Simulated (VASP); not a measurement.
# Ni3Sn4 with LDA: from relaxation to properties, part 5 of 5

Aim: relax Ni3Sn4, then compute properties on the relaxed cell. The start is a cell from a database of measured crystal structures.

VASP 6.6.1; LDA, spin-polarised from a ferromagnetic start; plane waves and PAW (Ni, Sn_d).

Still holding for the runs below: The k-mesh is coarse for a metal.

So far. Step 11 (Volume scan with LDA, volume scale 1.02): The run ends at a pressure of -2.37 GPa, with forces up to 0.053 eV/Å.

### Step 12. Volume scan with LDA, volume scale 1.04

Input file INCAR:

```
SYSTEM = Ni3Sn4
PREC = Accurate
ENCUT = 400
EDIFF = 1E-06
NELM = 100
ISMEAR = 1
SIGMA = 0.2
LREAL = .FALSE.
ALGO = Normal
GGA = CA
NBANDS = 58
ISPIN = 2
MAGMOM = 1 1 1 0 0 0 0
LASPH = .TRUE.
LMAXMIX = 4
LORBIT = 11
LWAVE = .FALSE.
LCHARG = .FALSE.
KPAR = 4
ISIF = 2
```

Input file POSCAR:

```
Ni3Sn4
1.0
    0.0000000000      4.0503486345      0.0000000000
   -1.3622130592      0.0000000000      5.0317586820
    6.0709494083     -2.0251743172     -0.0234692321
Ni Sn
3 4
Direct
    0.0000000000      0.0000000000      0.0000000000
    0.2155004518      0.3361600603      0.4310009037
    0.7844995482      0.6638399397      0.5689990963
    0.1712789825      0.8115491995      0.3425579650
    0.8287210175      0.1884508005      0.6574420350
    0.4278773484      0.6861292510      0.8557546968
    0.5721226516      0.3138707490      0.1442453032
```

Input file KPOINTS:

```
Automatic mesh
0
Gamma
5 4 5
0 0 0
```

The projector-augmented-wave data sets are Ni and Sn_d (LDA family, release 64).

Run with:

```console
$ mpirun -np 4 vasp_std
```

The log of the run:

```text
[... set-up lines as in an earlier step ...]
 entering main loop
       N       E                     dE             d eps       ncg     rms          rms(c)
DAV:   1     0.832672086947E+03    0.83267E+03   -0.32331E+04  8018   0.209E+03
DAV:   2     0.101603962104E+03   -0.73107E+03   -0.70374E+03  7656   0.552E+02
DAV:   3    -0.342667033321E+02   -0.13587E+03   -0.13208E+03  8006   0.208E+02
DAV:   4    -0.418463621578E+02   -0.75797E+01   -0.75247E+01  8758   0.559E+01
[...]
DAV:  14    -0.396617583819E+02    0.19951E-04   -0.84293E-05  9270   0.114E-01    0.350E-02
DAV:  15    -0.396617600346E+02   -0.16527E-05   -0.13410E-05  8750   0.242E-02    0.146E-02
DAV:  16    -0.396617592718E+02    0.76271E-06   -0.22838E-06  5966   0.151E-02
   1 F= -.39661759E+02 E0= -.39658693E+02  d E =-.919871E-02  mag=    -0.0001
```

The job ended after 42 s (4 MPI ranks of Intel Xeon 6975P-C (Granite Rapids), shared host; peak memory 1.3 GiB; 2.8 min of CPU time).

OUTCAR, selected parts (step 12):

```text
  Total       -3.5085281     -3.4645597     -3.4280904     -0.0000000     -0.0000000      0.2089809
  in kB      -45.4801066    -44.9101566    -44.4374141     -0.0000000     -0.0000000      2.7089633
  external PRESSURE =     -44.9425591 kB  Pullay stress =       0.0000000 kB

 POSITION                                       TOTAL-FORCE (eV/Angst)
 -----------------------------------------------------------------------------------
      0.00000      0.00000      0.00000        -0.000000      0.000000      0.000000
      2.15866     -0.00000      1.68136         0.004919      0.000000      0.015205
      2.55007      2.02517      3.32693        -0.004919     -0.000000     -0.015205
      0.97415      0.00000      4.07548         0.036400      0.000000      0.043716
      3.73459      2.02517      0.93281        -0.036400     -0.000000     -0.043716
      4.26059      0.00000      3.43235        -0.089906     -0.000000      0.033399
      0.44815      2.02517      1.57594         0.089906      0.000000     -0.033399
 -----------------------------------------------------------------------------------
    total drift:                                0.000000     -0.000000      0.000000

  FREE ENERGIE OF THE ION-ELECTRON SYSTEM (eV)
  ---------------------------------------------------
  free  energy   TOTEN  =       -39.6617592718 eV

  energy  without entropy=      -39.6525605629  energy(sigma->0) =      -39.65869304

 magnetization (x)
# of ion       s       p       d       tot
------------------------------------------
    1       -0.000  -0.000   0.000   0.000
    2        0.000  -0.000   0.000  -0.000
    3        0.000  -0.000   0.000  -0.000
    4       -0.000  -0.000  -0.000  -0.000
    5       -0.000  -0.000  -0.000  -0.000
    6       -0.000  -0.000  -0.000  -0.000
    7       -0.000  -0.000  -0.000  -0.000
--------------------------------------------------
tot         -0.000  -0.000   0.000  -0.000

[... 1 part as in an earlier step ...]

[... 2 further parts left out ...]
[key lines of the parts left out:]
E-fermi :   9.6023
```

The pressure falls from -2.37 to -4.49 GPa.

The run ends at a pressure of -4.49 GPa, with forces up to 0.096 eV/Å.

### Step 13. Volume scan with LDA, volume scale 1.06

A prediction first. A parabola through the 6 pressures of evenly scaled cells so far, P = 0.03 -127.7 t +318 t² GPa with t = ln(V/V₁) and V₁ the volume at scale 1, gives -6.33 GPa at t = +0.0583.

INCAR is that of step 12.

Changes to POSCAR since step 12:

```diff
@@ -2,5 +2,5 @@
 1.0
-    0.0000000000      4.0503486345      0.0000000000
-   -1.3622130592      0.0000000000      5.0317586820
-    6.0709494083     -2.0251743172     -0.0234692321
+    0.0000000000      4.0761477290      0.0000000000
+   -1.3708898095      0.0000000000      5.0638089645
+    6.1096189185     -2.0380738645     -0.0236187217
 Ni Sn
```

KPOINTS is that of step 12.

Run with:

```console
$ mpirun -np 4 vasp_std
```

The log of the run:

```text
[... set-up lines as in an earlier step ...]
 entering main loop
       N       E                     dE             d eps       ncg     rms          rms(c)
DAV:   1     0.834493523449E+03    0.83449E+03   -0.32376E+04  7986   0.208E+03
DAV:   2     0.102705469829E+03   -0.73179E+03   -0.70443E+03  7656   0.555E+02
DAV:   3    -0.340965162701E+02   -0.13680E+03   -0.13295E+03  7940   0.208E+02
DAV:   4    -0.417550755399E+02   -0.76586E+01   -0.76029E+01  8774   0.560E+01
[...]
DAV:  14    -0.395834422156E+02    0.80911E-05   -0.68666E-05  9544   0.898E-02    0.344E-02
DAV:  15    -0.395834429536E+02   -0.73802E-06   -0.10670E-05  7674   0.248E-02    0.119E-02
DAV:  16    -0.395834425999E+02    0.35370E-06   -0.15085E-06  4628   0.119E-02
   1 F= -.39583443E+02 E0= -.39580572E+02  d E =-.861175E-02  mag=    -0.0001
```

Elapsed: 41 s, on 4 MPI ranks; peak memory 1.3 GiB; 2.7 min of CPU time.

Parts of OUTCAR (step 13):

```text
  Total       -5.0879624     -5.0318873     -4.9837961      0.0000000      0.0000000      0.2994595
  in kB      -64.7094758    -63.9963047    -63.3846725      0.0000000      0.0000000      3.8085708
  external PRESSURE =     -64.0301510 kB  Pullay stress =       0.0000000 kB

 POSITION                                       TOTAL-FORCE (eV/Angst)
 -----------------------------------------------------------------------------------
      0.00000      0.00000      0.00000         0.000000     -0.000000     -0.000000
      2.17241     -0.00000      1.69207         0.004294      0.000000      0.022017
      2.56632      2.03807      3.34812        -0.004294      0.000000     -0.022017
      0.98035      0.00000      4.10144         0.053165      0.000000      0.062620
      3.75838      2.03807      0.93875        -0.053165      0.000000     -0.062620
      4.28773      0.00000      3.45422        -0.127543      0.000000      0.046673
      0.45100      2.03807      1.58597         0.127543      0.000000     -0.046673
 -----------------------------------------------------------------------------------
    total drift:                                0.000000      0.000000      0.000000

  FREE ENERGIE OF THE ION-ELECTRON SYSTEM (eV)
  ---------------------------------------------------
  free  energy   TOTEN  =       -39.5834425999 eV

  energy  without entropy=      -39.5748308500  energy(sigma->0) =      -39.58057202

 magnetization (x)
# of ion       s       p       d       tot
------------------------------------------
    1       -0.000  -0.000  -0.000  -0.000
    2       -0.000  -0.000  -0.000  -0.000
    3       -0.000  -0.000  -0.000  -0.000
    4       -0.000  -0.000  -0.000  -0.000
    5       -0.000  -0.000  -0.000  -0.000
    6       -0.000  -0.000  -0.000  -0.000
    7       -0.000  -0.000  -0.000  -0.000
--------------------------------------------------
tot         -0.000  -0.000  -0.000  -0.000

[... 1 part as in an earlier step ...]

[... 2 further parts left out ...]
[key lines of the parts left out:]
E-fermi :   9.3317
```

The pressure falls from -4.49 to -6.40 GPa. The parabola predicted -6.33 GPa, +0.07 GPa off.

### Step 14. Side by side

Times are for 4 MPI ranks of Intel Xeon 6975P-C (Granite Rapids), shared host. The runs compared:

```
no.  volume scale  energy above the lowest point (meV/atom)  pressure (GPa)  time  memory (GiB)
  1          0.94                                     29.01           9.161  40 s           1.2
  2          0.96                                     12.73           5.751  40 s           1.2
  3          0.98                                      3.31           2.743  43 s           1.3
  4             1                                         0         0.03868  45 s           1.3
  5          1.02                                       2.1          -2.369  45 s           1.3
  6          1.04                                      9.02          -4.494  42 s           1.3
  7          1.06                                     20.18          -6.403  41 s           1.3
```

### Step 15. Fit for LDA

This step: Birch-Murnaghan fit, LDA; plane waves and PAW (VASP 6.6.1).

Derived from the runs above.

Numbers from this step:

```
pressure derivative of the bulk modulus : 4.967
r.m.s. error of the fit                 : 5.27e-6 eV/atom
minimum inside the sampled range        : yes
bulk modulus                            : 126.4 GPa
equilibrium volume of the fit           : 17.01 Å³/atom
```

Energy above the fitted minimum against volume:

```
volume (Å³/atom)  energy above the fitted minimum (eV/atom)
          15.959                                     0.0290
          16.299                                     0.0128
          16.638                                    0.00333
          16.978                                     2.3e-5
          17.317                                    0.00212
          17.657                                    0.00904
          17.997                                     0.0202
```

The fitted volume lies +0.19 % from the relaxed one. At a finite cutoff and mesh the minimum of the energy and the zero of the stress don't quite coincide, and the relaxation stops at a threshold. The atoms bear forces along the scan, since they were held; freeing them would lower the modulus.

### Step 16. What came out

- relaxed volume: 16.98 Å³/atom
- relaxed conventional cell a, b, c: 11.984, 3.998, 5.145 Å; angles 90.0, 105.4, 90.0°
- space group after relaxing, within 0.02 Å: C2/m (No. 12)
- moment of the cell (8×6×8 mesh): 0 μB
- band gap: none, a metal
- DOS at the Fermi level: 2.77 states/eV/cell
- bulk modulus from the fit: 126 GPa
- volume from the fit: 17.0 Å³/atom

With LDA, Ni3Sn4 relaxes to 16.98 Å³/atom in space group C2/m, comes out as a metal, loses the moments it was started with and has a bulk modulus of 126 GPa at fixed shape and positions, an upper bound. Against the listed cell the volume lies -4.9 % (a -1.9 %, b -1.5 %, c -1.4 %). Bands along the symmetry lines (LDA): Of the bands kept, 4 cross the Fermi level on this path. Spin-orbit coupling is left out, and with elements this heavy it would split and shift bands near the Fermi level. The k-sampling is coarse for a metal, so the Fermi level, moments, pressures and the shape of the cell carry errors. Only the typed magnetic starts were tried, so the magnetic ground state may differ and with it the other results. No search among competing phases was made, and a listed structure need not be the one stable at ambient conditions. All values are for a static lattice at zero temperature.

[Lines on the potential files, build, host, timing and source positions are cut from VASP's logs without a mark.]

[Logs are printed without paths, hosts, clocks, repeated set-up lines and the standing remarks that a program may print on its own settings, such as how far it seeks lower states.]

[Hosts, paths, dates, database ids (printed as entryN), source tags and the programs' standing remarks are cut or masked in the printed files.]

[A measured line is paired with the nearest computed mode of its activity, which favours agreement.]
